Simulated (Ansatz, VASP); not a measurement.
# Cross-check of KMgF3 between VASP and Ansatz

Wanted: the spread between two codes on one cell, functional and k mesh. The cell is taken from a series of runs on this material, whose earlier steps may have relaxed, scaled, displaced or heated it; both programs get it as it stands.

Calculated with Ansatz 0.2.0; plane waves, with VASP 6.6.1 beside it; elastic constants at LDA.

## Step 1: The structure

Symmetry: Pm-3m, No. 221, cubic system. Conventional cell: a = 3.909 Å, b = 3.909 Å, c = 3.909 Å, α = 90.00°, β = 90.00°, γ = 90.00°. K has 12 F at 2.76 Å nearest. Nearest to Mg lie 6 F at 1.95 Å. F has 2 Mg at 1.95 Å and 4 K at 2.76 Å nearest. Farther neighbours and most contacts between anions are not listed.

## Step 2: VASP: elastic constants, LDA

Elastic constants are differences of stresses under small strains, so they test the stress and the mesh.

Lines of VASP's logs that name or quote its potential files are left out, and so is its time.

Input file INCAR:

```
SYSTEM = KMgF3
PREC = Accurate
ENCUT = 600
EDIFF = 1E-08
NELM = 120
ISMEAR = 0
SIGMA = 0.02
LREAL = .FALSE.
ALGO = Normal
GGA = CA
NBANDS = 22
LORBIT = 11
LWAVE = .FALSE.
LCHARG = .FALSE.
ISIF = 3
IBRION = 6
NFREE = 2
POTIM = 0.015
NSW = 1
LASPH = .TRUE.
GGA_COMPAT = .FALSE.
EFERMI = MIDGAP
KPAR = 2
```

Input file POSCAR:

```
KMgF3
1.0
    3.9085066869      0.0000000000      0.0000000000
    0.0000000000      3.9085066869      0.0000000000
    0.0000000000      0.0000000000      3.9085066869
K Mg F
1 1 3
Direct
    0.5000000000      0.5000000000      0.5000000000
    0.0000000000      0.0000000000      0.0000000000
    0.5000000000      0.0000000000      0.0000000000
    0.0000000000      0.5000000000      0.0000000000
    0.0000000000      0.0000000000      0.5000000000
```

Input file KPOINTS:

```
Automatic mesh
0
Gamma
6 6 6
0 0 0
```

PAW data sets: K_sv, Mg and F (LDA family, release 64).

The run is started by

```
$ mpirun -np 2 vasp_std
```

Numbers of over 12 decimals in the logs are rounded to 6 here.

Output:

```text
[banner, memory and clock lines left out]
running    2 mpi-ranks, on    1 nodes
 distrk:  each k-point on    1 cores,    2 groups
 distr:  one band on    1 cores,    1 groups

 POSCAR found type information on POSCAR K MgF
 POSCAR found :  3 types and       5 ions
 LDA part: xc-table for (Slater(with rela. corr.)+CA(PZ))
 , standard interpolation
 POSCAR, INCAR and KPOINTS ok, starting setup
 FFT: planning ... GRIDC
 FFT: planning ... GRID_SOFT
 FFT: planning ... GRID
 WAVECAR not read
 entering main loop
       N       E                     dE             d eps       ncg     rms          rms(c)
DAV:   1     0.265377265358E+03    0.26538E+03   -0.19165E+04   920   0.158E+03
DAV:   2    -0.153210195883E+02   -0.28070E+03   -0.26702E+03  1094   0.400E+02
DAV:   3    -0.285004711524E+02   -0.13179E+02   -0.13113E+02  1124   0.838E+01
DAV:   4    -0.292610021554E+02   -0.76053E+00   -0.75921E+00  1436   0.129E+01
DAV:   5    -0.292632410455E+02   -0.22389E-02   -0.22387E-02  1080   0.785E-01    0.865E+00
DAV:   6    -0.272267462701E+02    0.20365E+01   -0.73042E+00  1008   0.208E+01    0.413E+00
DAV:   7    -0.271749651582E+02    0.51781E-01   -0.23917E-01  1188   0.310E+00    0.271E+00
DAV:   8    -0.271398915921E+02    0.35074E-01   -0.74535E-02  1028   0.267E+00    0.378E-01
DAV:   9    -0.271380449861E+02    0.18466E-02   -0.16106E-02  1100   0.919E-01    0.111E-01
DAV:  10    -0.271381078713E+02   -0.62885E-04   -0.14051E-03  1132   0.236E-01    0.323E-02
DAV:  11    -0.271381058219E+02    0.20494E-05   -0.51214E-05  1018   0.613E-02    0.167E-02
DAV:  12    -0.271381035686E+02    0.22533E-05   -0.11752E-05  1112   0.280E-02    0.225E-03
DAV:  13    -0.271381035709E+02   -0.22596E-08   -0.23904E-07  1146   0.338E-03    0.112E-03
DAV:  14    -0.271381035638E+02    0.70863E-08   -0.39790E-08  1256   0.139E-03
   1 F= -.27138104E+02 E0= -.27138104E+02  d E =0.000000E+00
[... from here on, the cycles between the ionic steps are left out ...]
   2 F= -.27126069E+02 E0= -.27126069E+02  d E =0.000000E+00
   3 F= -.27136398E+02 E0= -.27136398E+02  d E =0.000000E+00
  12 F= -.27136035E+02 E0= -.27136035E+02  d E =0.000000E+00
  13 F= -.27136035E+02 E0= -.27136035E+02  d E =0.000000E+00
  14 F= -.27137813E+02 E0= -.27137813E+02  d E =0.000000E+00
  15 F= -.27137813E+02 E0= -.27137813E+02  d E =0.000000E+00
  16 F= -.27136846E+02 E0= -.27136846E+02  d E =0.000000E+00
  17 F= -.27136846E+02 E0= -.27136846E+02  d E =0.000000E+00
  18 F= -.27136637E+02 E0= -.27136637E+02  d E =0.000000E+00
  19 F= -.27136637E+02 E0= -.27136637E+02  d E =0.000000E+00
  20 F= -.27137785E+02 E0= -.27137785E+02  d E =0.000000E+00
 Finite differences progress:
  Degree of freedom:  10/ 10
  Displacement:        1/  2
  Total:              19/ 20
 bond charge predicted
       N       E                     dE             d eps       ncg     rms          rms(c)
DAV:   1    -0.271336151443E+02    0.41703E-02   -0.44895E+00  2828   0.148E+01    0.142E-01
DAV:   2    -0.271382231648E+02   -0.46080E-02   -0.51312E-02  3362   0.152E+00    0.965E-02
DAV:   3    -0.271379244297E+02    0.29874E-03   -0.45510E-04  3888   0.185E-01    0.545E-02
DAV:   4    -0.271377790792E+02    0.14535E-03   -0.43158E-04  3356   0.182E-01    0.119E-02
DAV:   5    -0.271377861331E+02   -0.70539E-05   -0.88019E-05  3260   0.573E-02    0.874E-03
DAV:   6    -0.271377859984E+02    0.13473E-06   -0.19546E-06  3542   0.995E-03    0.533E-03
DAV:   7    -0.271377854521E+02    0.54629E-06   -0.11820E-06  3182   0.116E-02    0.566E-04
DAV:   8    -0.271377854822E+02   -0.30109E-07   -0.33231E-07  3158   0.366E-03    0.702E-04
DAV:   9    -0.271377854799E+02    0.22574E-08   -0.15425E-08  2456   0.112E-03
  21 F= -.27137785E+02 E0= -.27137785E+02  d E =0.000000E+00
 Finite differences progress:
  Degree of freedom:  10/ 10
  Displacement:        2/  2
  Total:              20/ 20
```

OUTCAR, selected parts (step 2):

```text
ion  position               nearest neighbor table
   1  0.500  0.500  0.500-   3 2.76   4 2.76   5 2.76   3 2.76   4 2.76   3 2.76   5 2.76   3 2.76
                             4 2.76   5 2.76   4 2.76   5 2.76   2 3.38   2 3.38   2 3.38   2 3.38
   2  0.000  0.000  0.000-   3 1.95   4 1.95   5 1.95   5 1.95   4 1.95   3 1.95   1 3.38   1 3.38
                             1 3.38   1 3.38   1 3.38   1 3.38   1 3.38   1 3.38
   3  0.500  0.000  0.000-   2 1.95   2 1.95   1 2.76   1 2.76   1 2.76   1 2.76
   4  0.000  0.500  0.000-   2 1.95   2 1.95   1 2.76   1 2.76   1 2.76   1 2.76
   5  0.000  0.000  0.500-   2 1.95   2 1.95   1 2.76   1 2.76   1 2.76   1 2.76

  LATTYP: Found a simple cubic cell.
 ALAT       =     3.9085066869

 Subroutine GETGRP returns: Found 48 space group operations
 (whereof 48 operations were pure point group operations)

The static configuration has the point symmetry O_h .

 Found     20 irreducible k-points:

   k-points           NKPTS =     20   k-points in BZ     NKDIM =     20   number of bands    NBANDS=     22

   dimension x,y,z NGX =    32 NGY =   32 NGZ =   32
   dimension x,y,z NGXF=    64 NGYF=   64 NGZF=   64

   ENCUT  =  600.0 eV  44.10 Ry    6.64 a.u.   7.81  7.81  7.81*2*pi/ulx,y,z

   NELECT =      32.0000    total number of electrons

 k-points in reciprocal lattice and weights: Automatic mesh
   0.00000000  0.00000000  0.00000000       0.005
   0.16666667  0.00000000  0.00000000       0.028
   0.33333333  0.00000000  0.00000000       0.028
   0.50000000  0.00000000  0.00000000       0.014
   0.16666667  0.16666667  0.00000000       0.056
   0.33333333  0.16666667  0.00000000       0.111
   0.50000000  0.16666667  0.00000000       0.056
   0.33333333  0.33333333  0.00000000       0.056
   0.50000000  0.33333333  0.00000000       0.056
[...]
0.50000000  0.50000000  0.33333333       0.028
   0.50000000  0.50000000  0.50000000       0.005

 average (electrostatic) potential at core
       1 -33.6071       2 -37.8934       3 -77.2405       4 -77.2404       5 -77.2407

 E-fermi :   2.0237

 k-point     1 :       0.0000    0.0000    0.0000
  band No.  band energies     occupation
    ...
     12      -2.3868      2.00000
     13      -2.3867      2.00000
     14      -2.0096      2.00000
     15      -2.0096      2.00000
     16      -2.0094      2.00000
     17       5.7327      0.00000
     18       8.1662      0.00000
     19       8.1667      0.00000
     20      10.4796      0.00000
     21      10.4797      0.00000
    ...

 k-point     2 :       0.1667    0.0000    0.0000
  band No.  band energies     occupation
    ...
     12      -2.4518      2.00000
     13      -2.4475      2.00000
     14      -2.3020      2.00000
     15      -2.0725      2.00000
     16      -2.0724      2.00000
     17       6.2409      0.00000
     18       8.4407      0.00000
     19       8.5005      0.00000
     20      10.6257      0.00000
     21      10.6651      0.00000
    ...

 k-point     3 :       0.3333    0.0000    0.0000
  band No.  band energies     occupation
    ...
     12      -2.6219      2.00000
     13      -2.5782      2.00000
     14      -2.5712      2.00000
     15      -2.1999      2.00000
     16      -2.1999      2.00000
     17       7.4506      0.00000
     18       9.0202      0.00000
     19       9.1386      0.00000
     20      10.9725      0.00000
     21      11.0466      0.00000
    ...

 Eigenvectors and eigenvalues of the dynamical matrix
 ----------------------------------------------------

   1 f  =   15.563011 THz    97.785280 2PiTHz  519.126160 cm-1    64.363412 meV
             X         Y         Z           dx          dy          dz
      1.954253  1.954253  1.954253     0.004412   -0.016357    0.000000
      0.000000  0.000000  0.000000    -0.150868    0.559352   -0.000000
      1.954253  0.000000  0.000000     0.209744    0.084617   -0.000000
      0.000000  1.954253  0.000000    -0.022823   -0.777639    0.000000
      0.000000  0.000000  1.954253    -0.022823    0.084617    0.000000

   2 f  =   15.563011 THz    97.785280 2PiTHz  519.126160 cm-1    64.363412 meV
             X         Y         Z           dx          dy          dz
      1.954253  1.954253  1.954253     0.016357    0.004412    0.000000
      0.000000  0.000000  0.000000    -0.559352   -0.150868    0.000000
      1.954253  0.000000  0.000000     0.777639   -0.022823   -0.000000
      0.000000  1.954253  0.000000    -0.084617    0.209744   -0.000000
      0.000000  0.000000  1.954253    -0.084617   -0.022823   -0.000000

   3 f  =   15.563011 THz    97.785280 2PiTHz  519.126160 cm-1    64.363412 meV
             X         Y         Z           dx          dy          dz
      1.954253  1.954253  1.954253    -0.000000    0.000000    0.016942
      0.000000  0.000000  0.000000     0.000000   -0.000000   -0.579341
      1.954253  0.000000  0.000000    -0.000000   -0.000000   -0.087641
      0.000000  1.954253  0.000000     0.000000    0.000000   -0.087641
      0.000000  0.000000  1.954253     0.000000   -0.000000    0.805429

   4 f  =    8.560250 THz    53.785638 2PiTHz  285.539208 cm-1    35.402334 meV
             X         Y         Z           dx          dy          dz
      1.954253  1.954253  1.954253     0.014653   -0.006894    0.084615
      0.000000  0.000000  0.000000    -0.108695    0.051140   -0.627678
      1.954253  0.000000  0.000000    -0.060811   -0.038224    0.469154
      0.000000  1.954253  0.000000     0.081244    0.028611    0.469154
      0.000000  0.000000  1.954253     0.081244   -0.038224   -0.351165

   5 f  =    8.560250 THz    53.785638 2PiTHz  285.539208 cm-1    35.402334 meV
             X         Y         Z           dx          dy          dz
      1.954253  1.954253  1.954253     0.077762   -0.033362   -0.016184
      0.000000  0.000000  0.000000    -0.576844    0.247482    0.120056
      1.954253  0.000000  0.000000    -0.322725   -0.184979   -0.089735
      0.000000  1.954253  0.000000     0.431158    0.138458   -0.089735
      0.000000  0.000000  1.954253     0.431158   -0.184979    0.067167

   6 f  =    8.560250 THz    53.785638 2PiTHz  285.539208 cm-1    35.402334 meV
             X         Y         Z           dx          dy          dz
      1.954253  1.954253  1.954253    -0.034063   -0.079129   -0.000548
      0.000000  0.000000  0.000000     0.252678    0.586981    0.004068
      1.954253  0.000000  0.000000     0.141365   -0.438736   -0.003041
      0.000000  1.954253  0.000000    -0.188863    0.328397   -0.003041
      0.000000  0.000000  1.954253    -0.188863   -0.438736    0.002276

   7 f  =    5.571007 THz    35.003668 2PiTHz  185.828782 cm-1    23.039822 meV
             X         Y         Z           dx          dy          dz
      1.954253  1.954253  1.954253    -0.000000    0.000000   -0.000000
      0.000000  0.000000  0.000000    -0.000000   -0.000000    0.000000
      1.954253  0.000000  0.000000    -0.000000   -0.634588    0.185188
      0.000000  1.954253  0.000000     0.251006   -0.000000   -0.185188
      0.000000  0.000000  1.954253    -0.251006    0.634588    0.000000

   8 f  =    5.571007 THz    35.003668 2PiTHz  185.828782 cm-1    23.039822 meV
             X         Y         Z           dx          dy          dz
      1.954253  1.954253  1.954253    -0.000000   -0.000000    0.000000
      0.000000  0.000000  0.000000     0.000000    0.000000    0.000000
      1.954253  0.000000  0.000000     0.000000   -0.248136   -0.644497
      0.000000  1.954253  0.000000    -0.151832    0.000000    0.644497
      0.000000  0.000000  1.954253     0.151832    0.248136    0.000000

   9 f  =    5.571007 THz    35.003668 2PiTHz  185.828782 cm-1    23.039822 meV
             X         Y         Z           dx          dy          dz
      1.954253  1.954253  1.954253     0.000000    0.000000   -0.000000
      0.000000  0.000000  0.000000     0.000000    0.000000    0.000000
      1.954253  0.000000  0.000000     0.000000   -0.189017    0.224342
      0.000000  1.954253  0.000000    -0.643384   -0.000000   -0.224342
      0.000000  0.000000  1.954253     0.643384    0.189017    0.000000

  10 f  =    4.815708 THz    30.257985 2PiTHz  160.634724 cm-1    19.916159 meV
             X         Y         Z           dx          dy          dz
      1.954253  1.954253  1.954253     0.341495    0.737270   -0.098161
      0.000000  0.000000  0.000000    -0.097014   -0.209448    0.027886
      1.954253  0.000000  0.000000    -0.106461   -0.292615    0.038959
      0.000000  1.954253  0.000000    -0.135536   -0.229844    0.038959
      0.000000  0.000000  1.954253    -0.135536   -0.292615    0.030602

  11 f  =    4.815708 THz    30.257985 2PiTHz  160.634724 cm-1    19.916159 meV
             X         Y         Z           dx          dy          dz
      1.954253  1.954253  1.954253     0.740364   -0.347289   -0.032753
      0.000000  0.000000  0.000000    -0.210327    0.098660    0.009305
      1.954253  0.000000  0.000000    -0.230808    0.137836    0.012999
      0.000000  1.954253  0.000000    -0.293843    0.108267    0.012999
      0.000000  0.000000  1.954253    -0.293843    0.137836    0.010211

  12 f  =    4.815708 THz    30.257985 2PiTHz  160.634724 cm-1    19.916159 meV
             X         Y         Z           dx          dy          dz
      1.954253  1.954253  1.954253     0.071159    0.075132    0.811857
      0.000000  0.000000  0.000000    -0.020215   -0.021344   -0.230638
      1.954253  0.000000  0.000000    -0.022184   -0.029819   -0.322218
      0.000000  1.954253  0.000000    -0.028242   -0.023422   -0.322218
      0.000000  0.000000  1.954253    -0.028242   -0.029819   -0.253096

  13 f/i=    0.014031 THz     0.088160 2PiTHz    0.468025 cm-1     0.058028 meV
             X         Y         Z           dx          dy          dz
      1.954253  1.954253  1.954253    -0.027636   -0.021298   -0.566792
      0.000000  0.000000  0.000000    -0.021867   -0.016852   -0.448480
      1.954253  0.000000  0.000000    -0.019366   -0.014938   -0.397544
      0.000000  1.954253  0.000000    -0.019384   -0.014925   -0.397544
      0.000000  0.000000  1.954253    -0.019384   -0.014938   -0.397183

  14 f/i=    0.014031 THz     0.088160 2PiTHz    0.468025 cm-1     0.058028 meV
             X         Y         Z           dx          dy          dz
      1.954253  1.954253  1.954253     0.443266    0.353225   -0.034886
      0.000000  0.000000  0.000000     0.350739    0.279493   -0.027604
      1.954253  0.000000  0.000000     0.310622    0.247750   -0.024469
      0.000000  1.954253  0.000000     0.310904    0.247525   -0.024469
      0.000000  0.000000  1.954253     0.310904    0.247750   -0.024447

  15 f/i=    0.014031 THz     0.088160 2PiTHz    0.468025 cm-1     0.058028 meV
             X         Y         Z           dx          dy          dz
      1.954253  1.954253  1.954253    -0.353866    0.444127    0.000565
      0.000000  0.000000  0.000000    -0.280001    0.351420    0.000447
      1.954253  0.000000  0.000000    -0.247974    0.311508    0.000397
      0.000000  1.954253  0.000000    -0.248200    0.311225    0.000397
      0.000000  0.000000  1.954253    -0.248200    0.311508    0.000396

 ELASTIC MODULI CONTR FROM IONIC RELAXATION (kBar)
 Direction    XX          YY          ZZ          XY          YZ          ZX
 --------------------------------------------------------------------------------
 XX           0.0000      0.0000      0.0000      0.0000      0.0000      0.0000
 YY           0.0000      0.0000      0.0000      0.0000      0.0000      0.0000
 ZZ           0.0000      0.0000      0.0000      0.0000      0.0000      0.0000
 XY           0.0000      0.0000      0.0000      0.0000      0.0000      0.0000
 YZ           0.0000      0.0000      0.0000      0.0000      0.0000      0.0000
 ZX           0.0000      0.0000      0.0000      0.0000      0.0000      0.0000
 --------------------------------------------------------------------------------

 TOTAL ELASTIC MODULI (kBar)
 Direction    XX          YY          ZZ          XY          YZ          ZX
 --------------------------------------------------------------------------------
 XX        1649.3807    447.0961    447.0961      0.0000      0.0000     -0.0000
 YY         447.0961   1649.3807    447.0961      0.0000     -0.0000      0.0000
 ZZ         447.0961    447.0961   1649.3807     -0.0000      0.0000      0.0000
 XY           0.0000      0.0000     -0.0000    493.7283      0.0000      0.0000
 YZ           0.0000     -0.0000      0.0000      0.0000    493.7283      0.0000
 ZX          -0.0000      0.0000      0.0000      0.0000      0.0000    493.7283
 --------------------------------------------------------------------------------

 total charge
# of ion       s       p       d       tot
------------------------------------------
    1        1.955   5.575   0.034   7.565
    2        0.142   0.190   0.092   0.424
    3        1.718   4.398   0.000   6.115
    4        1.718   4.398   0.000   6.115
    5        1.718   4.398   0.000   6.115
--------------------------------------------------
tot          7.250  18.958   0.127  26.334

[... 3 further parts left out ...]
```

CONTCAR:

```
KMgF3
   1.00000000000000
     3.9085066869000000    0.0000000000000000    0.0000000000000000
     0.0000000000000000    3.9085066869000000    0.0000000000000000
     0.0000000000000000    0.0000000000000000    3.9085066869000000
  K               Mg              F
     1     1     3
Direct
     0.5000000000000000    0.5000000000000000    0.5000000000000000
     0.0000000000000000    0.0000000000000000    0.0000000000000000
     0.5000000000000000   -0.0038377828673736    0.0000000000000000
     0.0000000000000000    0.5000000000000000    0.0000000000000000
     0.0000000000000000    0.0000000000000000    0.5000000000000000
```

Levels, forces or a CONTCAR printed for this step are those of its last displaced cell, not of the structure at rest.

[end of part 1 of 2]

[Lines on the potential files, build, host, timing and source positions are cut from VASP's logs without a mark.]

[Logs are printed without paths, hosts, clocks, repeated set-up lines and the standing remarks that a program may print on its own settings, such as how far it seeks lower states.]

[Hosts, paths, dates, database ids (printed as entryN), source tags and the programs' standing remarks are cut or masked in the printed files.]
